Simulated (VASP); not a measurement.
An input for Ansatz (written as the equivalent of a VASP run, and not itself run):

Ansatz 0.2 input:
```yaml
crystal:
  lattice:
    - [3.9743232, 0.0000000, 0.0000000]
    - [0.0000000, 3.9743232, 0.0000000]
    - [0.0000000, 0.0000000, 3.9743232]
  atoms:
    - { symbol: K, position: [0.0000000, 0.0000000, 0.0000000] }
    - { symbol: Ta, position: [0.5000000, 0.5000000, 0.5000000] }
    - { symbol: O, position: [0.5000000, 0.0000000, 0.5000000] }
    - { symbol: O, position: [0.0000000, 0.5000000, 0.5000000] }
    - { symbol: O, position: [0.5000000, 0.5000000, 0.0000000] }
kpoints:
  mp_grid: { grid: [6, 6, 6] }
hamiltonian:
  xc: pbe
  dispersion: d4
  pseudopotentials: { kind: paw }
scf:
  occupations: { method: gaussian, width: 0.05 }
  max_iter: 100
output: { forces: true, stress: true, eigenvalues: true }
```

Q: Write the VASP files for the same calculation (PBE-D4).

A: Several could match; the one computed here: 
### INCAR
```
SYSTEM = KTaO3
PREC = Accurate
ENCUT = 520
EDIFF = 1E-7
NELM = 100
ALGO = Normal
LREAL = .FALSE.
LASPH = .TRUE.
ISMEAR = 0
SIGMA = 0.05
GGA = PE
IVDW = 13
LMAXMIX = 6
LWAVE = .FALSE.
LCHARG = .FALSE.
ISIF = 2
```

### KPOINTS
```
kpoints
0
gamma
 6 6 6
0 0 0
```

File POSCAR:
```
KTaO3
1
    3.9743232167     0.0000000000     0.0000000000
    0.0000000000     3.9743232167     0.0000000000
    0.0000000000     0.0000000000     3.9743232167
K Ta O
1 1 3
Direct
  0.0000000000   0.0000000000   0.0000000000
  0.5000000000   0.5000000000   0.5000000000
  0.5000000000   0.0000000000   0.5000000000
  0.0000000000   0.5000000000   0.5000000000
  0.5000000000   0.5000000000   0.0000000000
```

POTCAR, in this order: K_sv Ta_pv O (PBE.64 set). Program: vasp_std.

Limits of the translation: each code has its own PAW files, so the cut-off isn't converted (ENCUT is set for VASP's; basis.ecutwfc is left out, and Ansatz then takes the one that its files recommend); Ansatz stops its SCF on the density residual and VASP on the energy change (EDIFF).

The compound is KTaO3 in the cubic perovskite structure. This cell is one point of a volume scan, at 0.97 of the reference volume.
